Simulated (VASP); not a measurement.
# Ga2Ge2Se3: relaxation of cell and atoms with PBE

The system is Ga2Ge2Se3.

```xyz
7
Lattice="5.3071 0.0000 0.0000 0.0000 5.3071 0.0000 0.0000 0.0000 6.9297" Properties=species:S:1:pos:R:3 pbc="T T T"
Ga    0.0000    0.0000    3.4648
Ga    2.6536    2.6536    0.0000
Ge    2.6536    2.6536    4.8828
Ge    2.6536    2.6536    2.0468
Se    2.6536    0.0000    3.4648
Se    0.0000    2.6536    3.4648
Se    0.0000    0.0000    0.0000
```

The cell was built by a generator and needn't be a form met in nature.

```json
{
  "Program": "VASP 6.6.1",
  "Task": "relaxation of cell and atoms",
  "Functional": "PBE",
  "Potentials or basis": "VASP PAW PBE potentials, release 64 (Ga_d, Ge_d, Se)",
  "Cutoff": "520 eV",
  "k mesh": "3 × 3 × 2",
  "Occupations": "gaussian, width 0.15 eV",
  "Spin": "no spin polarisation",
  "Further INCAR settings": "PREC = Normal; ALGO = Fast; EDIFF = 0.0001; IBRION = 2; EDIFFG = -0.08; NSW = 24; ISIF = 3"
}
```

```yaml
Relaxed_volume: 27.42 Å³/atom
Relaxed_cell: a = 5.059 Å, b = 5.059 Å, c = 7.498 Å, α = 90.00°, β = 90.00°, γ = 90.00°
Space_group_after_relaxing_to_0.05_Å: P4/mmm (No. 123)
Energy_gained_by_relaxing: 339.9 meV/atom
Ionic_steps: 11
Pressure_after_relaxing: 0.3 GPa
Largest_force_after_relaxing: 0.035 eV/Å
Band_gap_on_the_k_mesh: none (metal or under the smearing width)
```

Forces on the atoms (eV/Å):
```
Ga   0.000  0.000  0.000
Ga   0.000  0.000  0.000
Ge   0.000  0.000  0.035
Ge   0.000  0.000 -0.035
Se   0.000  0.000  0.000
Se   0.000  0.000  0.000
Se   0.000  0.000  0.000
```

Step by step:
| step | energy change (eV) | largest force (eV/Å) | pressure (GPa) | volume (Å³) |
| --- | --- | --- | --- | --- |
| 1 | 0.0000 | 7.2997 | 1.34 | 195.18 |
| 2 | -2.1638 | 1.5869 | 1.11 | 199.90 |
| 3 | -2.3461 | 0.0408 | -1.16 | 198.84 |
| 4 | -2.3466 | 0.0719 | -1.17 | 198.89 |
| 5 | -2.3726 | 0.2729 | -0.28 | 193.39 |
| 6 | -2.3741 | 0.3229 | 0.84 | 192.07 |
| 7 | -2.3732 | 0.2698 | -0.92 | 193.07 |
| 8 | -2.3738 | 0.3009 | 0.69 | 192.55 |
| 9 | -2.3735 | 0.2832 | -0.60 | 192.81 |
| 10 | -2.3736 | 0.2918 | 0.07 | 192.69 |
| 11 | -2.3795 | 0.0349 | 0.29 | 191.92 |

Final structure:
```
CELL_PARAMETERS angstrom
5.05916 0.00000 0.00000
0.00000 5.05916 0.00000
0.00000 0.00000 7.49842
ATOMIC_POSITIONS crystal
Ga 0.00000 0.00000 0.50000
Ga 0.50000 0.50000 0.00000
Ge 0.50000 0.50000 0.66881
Ge 0.50000 0.50000 0.33119
Se 0.50000 0.00000 0.50000
Se 0.00000 0.50000 0.50000
Se 0.00000 0.00000 0.00000
```

Levels at points of the mesh, in eV from the Fermi level:
| k point | band 32 | band 33 | band 34 | band 35 | band 36 | band 37 | band 38 | band 39 | band 40 | band 41 |
| --- | --- | --- | --- | --- | --- | --- | --- | --- | --- | --- |
| (0.00, 0.00, 0.00) | -2.99 | -2.53 | -1.10 | -1.10 | -0.99 | -0.01 | -0.01 | 0.92 | 2.02 | 2.34 |
| (0.00, 0.00, 0.50) | -3.07 | -2.55 | -1.49 | -1.47 | -1.47 | -0.55 | 0.38 | 0.38 | 3.21 | 3.38 |

Wall time 2.5 min on 1 thread of Intel(R) Xeon(R) 6975P-C (Granite Rapids), with other jobs on the host, peak memory 0.22 GiB.

Caveat: the k mesh is coarse (spacing up to 0.45 Å⁻¹), so the values aren't converged; the relaxation stopped at a loose force limit of 0.08 eV/Å, so its end isn't a converged minimum.
